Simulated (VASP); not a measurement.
VASP ran on this input.

### INCAR
```
SYSTEM = CoGa
PREC = Accurate
ENCUT = 500
EDIFF = 1E-6
NELM = 100
ALGO = Normal
LREAL = .FALSE.
LASPH = .TRUE.
ISMEAR = 1
SIGMA = 0.1
GGA = PS
LMAXMIX = 4
LWAVE = .FALSE.
LCHARG = .FALSE.
IBRION = 2
ISIF = 3
NSW = 40
EDIFFG = -0.02
PSTRESS = 450
```

File KPOINTS:
```
Automatic mesh
0
Gamma
13 13 13
0 0 0
```

**POSCAR**
```
CoGa
1.0
  2.7350010739   0.0000000000   0.0000000000
  0.0000000000   2.7350010739   0.0000000000
  0.0000000000   0.0000000000   2.7350010739
Ga Co
1 1
Cart
  1.3675005369   1.3675005369   1.3675005369
  0.0000000000   0.0000000000   0.0000000000
```

POTCAR, in this order: Ga_d Co (PBE.64 set). Program: vasp_std.

Task: Write an equivalent input for Quantum ESPRESSO's pw.x.

Result: One equivalent input (not run):
```
&CONTROL
  calculation = 'vc-relax'
  pseudo_dir = './pseudo'
  outdir = './out'
  tprnfor = .true.
  tstress = .true.
  nstep = 40
  forc_conv_thr = 0.00078
/
&SYSTEM
  ibrav = 0
  nat = 2
  ntyp = 2
  ecutwfc = 96
  occupations = 'smearing'
  smearing = 'methfessel-paxton'
  degauss = 0.00735
  input_dft = 'pbesol'
/
&ELECTRONS
  conv_thr = 7.3e-08
  electron_maxstep = 100
/
&IONS
/
&CELL
  press = 450
/
ATOMIC_SPECIES
  Ga 69.723 Ga.upf
  Co 58.933 Co.upf
CELL_PARAMETERS angstrom
     2.7350011    0.0000000    0.0000000
     0.0000000    2.7350011    0.0000000
     0.0000000    0.0000000    2.7350011
ATOMIC_POSITIONS crystal
  Ga   0.5000000  0.5000000  0.5000000
  Co   0.0000000  0.0000000  0.0000000
K_POINTS automatic
  13 13 13 0 0 0
```
The two are equivalent in intent, not identical: the potentials are each code's own (VASP's PAW set, PseudoDojo norm-conserving files in pw.x), so ENCUT and ecutwfc are chosen apart and not converted; conv_thr bounds pw.x's estimated SCF error, while EDIFF bounds the energy change between steps; forc_conv_thr acts on force components and is met together with etot_conv_thr.

The compound is CoGa in the CsCl type structure. This run relaxes it under an external pressure of 45 GPa. Symmetry was kept, so distortions that lower it aren't found.
